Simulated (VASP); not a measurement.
Output of a VASP run:

File OSZICAR:
```
       N       E                     dE             d eps       ncg     rms          rms(c)
DAV:   1     0.354778489407E+01    0.35478E+01   -0.12639E+03  1008   0.463E+02
DAV:   2     0.201446963617E+00   -0.33463E+01   -0.32343E+01  1374   0.302E+01
DAV:   3     0.179290040255E+00   -0.22157E-01   -0.21928E-01  1470   0.336E+00
DAV:   4     0.179233134857E+00   -0.56905E-04   -0.56901E-04  1464   0.136E-01
DAV:   5     0.179232883640E+00   -0.25122E-06   -0.25127E-06  1428   0.711E-03    0.837E-01
DAV:   6     0.167628893578E+00   -0.11604E-01   -0.44556E-03  1254   0.564E-01    0.555E-01
DAV:   7     0.156564262897E+00   -0.11065E-01   -0.19564E-02  1134   0.124E+00    0.457E-02
DAV:   8     0.156482029461E+00   -0.82233E-04   -0.15954E-04  1386   0.121E-01    0.899E-03
DAV:   9     0.156475147960E+00   -0.68815E-05   -0.61330E-06  1422   0.261E-02    0.313E-03
DAV:  10     0.156474677556E+00   -0.47040E-06   -0.11947E-06  1344   0.112E-02    0.464E-04
DAV:  11     0.156474733484E+00    0.55928E-07   -0.85237E-09   786   0.796E-04
   1 F= 0.15647473E+00 E0= 0.15728997E+00  d E =0.156475E+00
       N       E                     dE             d eps       ncg     rms          rms(c)
DAV:   1     0.156139423331E+00   -0.33525E-03   -0.90637E-04  1416   0.161E-01    0.104E-02
DAV:   2     0.156136231843E+00   -0.31915E-05   -0.53259E-06  1224   0.175E-02    0.709E-03
DAV:   3     0.156133913479E+00   -0.23184E-05   -0.31326E-06  1284   0.139E-02    0.274E-04
DAV:   4     0.156133898308E+00   -0.15171E-07   -0.79777E-09   906   0.771E-04
   2 F= 0.15613390E+00 E0= 0.15696716E+00  d E =-.340835E-03
       N       E                     dE             d eps       ncg     rms          rms(c)
DAV:   1     0.155914365281E+00   -0.21955E-03   -0.31818E-03  1386   0.299E-01    0.202E-02
DAV:   2     0.155902670784E+00   -0.11694E-04   -0.19107E-05  1158   0.329E-02    0.138E-02
DAV:   3     0.155894016052E+00   -0.86547E-05   -0.11367E-05  1248   0.264E-02    0.523E-04
DAV:   4     0.155893980667E+00   -0.35385E-07   -0.29547E-08  1164   0.146E-03
   3 F= 0.15589398E+00 E0= 0.15667213E+00  d E =-.580753E-03
```

OUTCAR:
```
------------------------ aborting loop because EDIFF is reached ----------------------------------------
  FORCE on cell =-STRESS in cart. coord.  units (eV):
  Direction    XX          YY          ZZ          XY          YZ          ZX
  --------------------------------------------------------------------------------------
  Total       -0.2744321     -0.2744322     -0.2648518     -0.0000000      0.0000000     -0.0000000
  in kB       -9.4497246     -9.4497276     -9.1198378     -0.0000000      0.0000000     -0.0000000
  external PRESSURE =      -9.3397634 kB  Pullay stress =       0.0000000 kB
  volume of cell :       46.53
      direct lattice vectors                 reciprocal lattice vectors
     1.609977928 -2.788564002  0.000000000     0.310563264 -0.179303756 -0.000000000
     1.609977928  2.788564002  0.000000000     0.310563264  0.179303756  0.000000000
     0.000000000 -0.000000000  5.181980755    -0.000000000  0.000000000  0.192976402
 POSITION                                       TOTAL-FORCE (eV/Angst)
 -----------------------------------------------------------------------------------
      1.60998      0.92952      1.29550         0.000000      0.000000      0.000000
      1.60998     -0.92952      3.88649        -0.000000     -0.000000      0.000000
 -----------------------------------------------------------------------------------
    total drift:                                0.000000     -0.000006      0.000001
  FREE ENERGIE OF THE ION-ELECTRON SYSTEM (eV)
  ---------------------------------------------------
  free  energy   TOTEN  =         0.1558939807 eV

  energy  without entropy=        0.1582284224  energy(sigma->0) =        0.15667213

 reached required accuracy - stopping structural energy minimisation
```
(Selected blocks of OUTCAR.)

### POSCAR
```
Mg
1
    1.6160152582    -2.7990209871     0.0000000000
    1.6160152582     2.7990209871     0.0000000000
    0.0000000000     0.0000000000     5.1433339422
Mg
2
Direct
  0.3333330000   0.6666670000   0.2500000000
  0.6666670000   0.3333330000   0.7500000000
```

Q: Write an INCAR and KPOINTS that could have produced this output.

A: One answer among several that fit: the input of the run itself, optB88-vdW, plane waves, VASP's PBE PAW potentials (set 64).

File KPOINTS:
```
Automatic mesh
0
Gamma
13 13 7
0 0 0
```

**INCAR**
```
ENCUT  =  520   # plane-wave cut-off (eV)
EDIFF  =  1E-7
LWAVE  =  .FALSE.
GGA  =  BO
SYSTEM  =  Mg
ALGO  =  Normal   # blocked Davidson
ISMEAR  =  1   # Methfessel-Paxton
LCHARG  =  .FALSE.
EDIFFG  =  -0.01   # ionic stop
LASPH  =  .TRUE.   # aspherical one-centre terms
ISIF  =  4   # ions and shape, fixed volume
IBRION  =  2
LREAL  =  .FALSE.
PREC  =  Accurate
PARAM1  =  0.1833333333
AGGAC  =  0.0
LUSE_VDW  =  .TRUE.
NELM  =  100
SIGMA  =  0.1
NSW  =  30   # most ionic steps
PARAM2  =  0.22
```

POTCAR, in this order: Mg (PBE.64 set). Program: vasp_std.

The compound is Mg in the hcp structure. This cell is one point of a volume scan, at 1.03 of the reference volume. Symmetry was kept, so distortions that lower it aren't found.
